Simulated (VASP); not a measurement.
Here is a VASP 6.6.1 calculation.

File INCAR:

```
PREC = Accurate ; ENCUT = 400
EDIFF = 1E-6 ; ISMEAR = 0
SIGMA = 0.05 ; LREAL = Auto
LASPH = T ; NELM = 80
ALGO = Fast ; ISIF = 2
LWAVE = F ; LCHARG = F
GGA = PE ; IVDW = 12
ISYM = 0 ; NCORE = 4
```

File KPOINTS:

```
regular mesh
0
Gamma
  1 1 1
```

POSCAR

```
Si48H23C3ClO
1.0
    7.6805938572      7.6805938572      0.0000000000
   -7.6805938572      7.6805938572      0.0000000000
    0.0000000000      0.0000000000     23.4276500000
Si H O C Cl
48 23 1 3 1
Direct
    0.7005149941      0.2994850059      0.4169282877
    0.7994850059      0.7005149941      0.4169282877
    0.0494850059      0.9505149941      0.4310142076
    0.2994850059      0.2005149941      0.4169282877
    0.9505149941      0.5494850059      0.4451001274
    0.2005149941      0.7994850059      0.4310142076
    0.4505149941      0.0494850059      0.4451001274
    0.5494850059      0.4505149941      0.4451001274
    0.8750000000      0.3750000000      0.3773276449
    0.8750000000      0.8750000000      0.3773276449
    0.1250000000      0.1250000000      0.3773276449
    0.3750000000      0.3750000000      0.3773276449
    0.1250000000      0.6250000000      0.3773276449
    0.3750000000      0.8750000000      0.3773276449
    0.6250000000      0.1250000000      0.3773276449
    0.6250000000      0.6250000000      0.3773276449
    0.0000000000      0.2500000000      0.3193726217
    0.0000000000      0.7500000000      0.3193726217
    0.2500000000      0.0000000000      0.3193726217
    0.5000000000      0.2500000000      0.3193726217
    0.2500000000      0.5000000000      0.3193726217
    0.5000000000      0.7500000000      0.3193726217
    0.7500000000      0.0000000000      0.3193726217
    0.7500000000      0.5000000000      0.3193726217
    0.8750000000      0.1250000000      0.2614175984
    0.8750000000      0.6250000000      0.2614175984
    0.1250000000      0.8750000000      0.2614175984
    0.3750000000      0.1250000000      0.2614175984
    0.1250000000      0.3750000000      0.2614175984
    0.3750000000      0.6250000000      0.2614175984
    0.6250000000      0.8750000000      0.2614175984
    0.6250000000      0.3750000000      0.2614175984
    0.7500000000      0.2500000000      0.2034625752
    0.7500000000      0.7500000000      0.2034625752
    0.0000000000      0.0000000000      0.2034625752
    0.2500000000      0.2500000000      0.2034625752
    0.0000000000      0.5000000000      0.2034625752
    0.2500000000      0.7500000000      0.2034625752
    0.5000000000      0.0000000000      0.2034625752
    0.5000000000      0.5000000000      0.2034625752
    0.8750000000      0.3750000000      0.1455075520
    0.8750000000      0.8750000000      0.1455075520
    0.1250000000      0.1250000000      0.1455075520
    0.3750000000      0.3750000000      0.1455075520
    0.1250000000      0.6250000000      0.1455075520
    0.3750000000      0.8750000000      0.1455075520
    0.6250000000      0.1250000000      0.1455075520
    0.6250000000      0.6250000000      0.1455075520
    0.9516281893      0.2983718107      0.1067115140
    0.7983718107      0.4516281893      0.1067115140
    0.9516281893      0.7983718107      0.1067115140
    0.7983718107      0.9516281893      0.1067115140
    0.2016281893      0.0483718107      0.1067115140
    0.0483718107      0.2016281893      0.1067115140
    0.4516281893      0.2983718107      0.1067115140
    0.2983718107      0.4516281893      0.1067115140
    0.2016281893      0.5483718107      0.1067115140
    0.0483718107      0.7016281893      0.1067115140
    0.4516281893      0.7983718107      0.1067115140
    0.2983718107      0.9516281893      0.1067115140
    0.7016281893      0.0483718107      0.1067115140
    0.5483718107      0.2016281893      0.1067115140
    0.7016281893      0.5483718107      0.1067115140
    0.5483718107      0.7016281893      0.1067115140
    0.1307440339      0.8060147229      0.6082554693
    0.2665445942      0.7853660021      0.6495246945
    0.3699998505      0.9390701008      0.5800644404
    0.2641648534      0.9992030000      0.6303168044
    0.2259813780      0.0954223620      0.5378670887
    0.0990461477      0.9987151460      0.5557729684
    0.0172289682      0.9827710318      0.4878166351
    0.2795990753      0.7204009247      0.5702801593
    0.2320245057      0.8099812676      0.6072129084
    0.2731249589      0.9414570340      0.5923905539
    0.1969097205      0.0007585775      0.5454229802
    0.2132803273      0.9223780344      0.4785503651
```

Potentials or basis: VASP PAW PBE potentials, release 64 (Si, H, O, C, Cl).

The run is started by

```bash
$ cat potpaw_PBE.64/Si/POTCAR potpaw_PBE.64/H/POTCAR potpaw_PBE.64/O/POTCAR potpaw_PBE.64/C/POTCAR potpaw_PBE.64/Cl/POTCAR > POTCAR
$ mpirun -np 8 vasp_gam > vasp.out
```

**Question.** What does it give for the dispersion energy per atom?

**Answer.** -0.175 eV.

**Question.** What does it give for the largest force?

**Answer.** 14.591 eV/Å.

Forces on the atoms (eV/Å):
```
Si  -0.392  0.064 -0.476
Si   0.623 -0.100 -0.461
Si  -2.265 -1.747 -4.002
Si   0.802  0.183 -0.239
Si   0.744 -0.045 -0.719
Si   6.918 -8.175 -9.609
Si   0.547  0.025 -0.936
Si  -0.755 -0.002 -0.873
Si  -0.327  0.954  0.577
Si  -0.247  0.491 -0.020
Si   0.157 -0.819  0.114
Si   0.353  0.984  0.641
Si  -0.843 -1.034  1.146
Si  -0.718  0.697  0.441
Si  -0.332 -1.155  0.529
Si   0.285 -1.006  0.690
Si  -0.103 -0.081  0.375
Si   0.160  0.347 -0.336
Si   0.252 -0.057 -0.302
Si   0.089  0.071 -0.380
Si   0.118  0.170  0.412
Si   0.031 -0.090  0.376
Si  -0.035 -0.125  0.338
Si   0.018  0.102 -0.389
Si   0.031 -0.018  0.016
Si   0.179 -0.038  0.072
Si  -0.229 -0.041 -0.066
Si   0.110  0.092  0.007
Si  -0.038 -0.035  0.053
Si   0.027  0.002  0.024
Si  -0.064  0.074  0.025
Si  -0.198  0.020  0.001
Si  -0.052  0.053 -0.138
Si   0.050  0.014 -0.149
Si   0.098  0.001 -0.151
Si   0.111  0.053 -0.168
Si  -0.103  0.011 -0.144
Si  -0.081 -0.001 -0.190
Si  -0.078 -0.043 -0.150
Si   0.092 -0.010 -0.152
Si   0.070 -0.029  0.087
Si  -0.106  0.026  0.079
Si  -0.116 -0.046  0.081
Si  -0.089  0.008  0.077
Si   0.099  0.028  0.086
Si   0.065 -0.029  0.085
Si   0.070 -0.021  0.097
Si  -0.066 -0.034  0.096
H   -0.274  0.005  0.044
H    0.268  0.006  0.062
H   -0.269 -0.011  0.062
H    0.280 -0.017  0.034
H   -0.257  0.014  0.064
H    0.282  0.031  0.036
H   -0.266 -0.007  0.063
H    0.280 -0.022  0.039
H   -0.279  0.011  0.038
H    0.267 -0.014  0.062
H   -0.276 -0.002  0.043
H    0.262 -0.009  0.050
H   -0.273  0.003  0.045
H    0.267  0.009  0.061
H   -0.268  0.003  0.062
H    0.278  0.031  0.043
H   -0.375 -0.299  0.174
H   -0.154  0.104  0.771
H    0.182  0.331 -0.044
H   -0.273  0.161  0.270
H    0.060  0.298 -0.748
H   -0.152 -0.357 -0.108
H   -1.155 -0.681  1.094
O   -1.059  0.340 -0.452
C    1.453 -0.305 -0.938
C   -0.236 -0.360 -0.539
C    0.405  0.502  3.809
Cl  -3.583 10.544  9.427
```
